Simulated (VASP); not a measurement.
Input:

```xyz
4
Lattice="4.0728 0.0000 0.0000 -2.0364 3.5271 0.0000 0.0000 0.0000 7.2565" Properties=species:S:1:pos:R:3 pbc="T T T"
Pb     0.0000     0.0000     0.0000
Pb     0.0000     0.0000     3.6283
S      0.0000     2.3514     1.8141
S      2.0364     1.1757     5.4424
```

Computed with PBEsol GGA, VASP's PBE PAW potentials (set 64) (plane waves; VASP 6.6.1). Run with 500 eV cut-off, 9×9×5 Γ-centred mesh, first-order Methfessel-Paxton smearing of 0.10 eV, potentials Pb_d S.

What does the run give for the energy per atom (σ→0)?

| Quantity | Result |
|---|---|
| energy per atom (σ→0) | -4.664 eV/atom |

Only differences to runs with the same potentials and settings are physical.

The structure was generated: PbS was put into the NiAs type type (P6_3/mmc), which need not be its known phase. It was relaxed first, which changed the volume by +35 %.
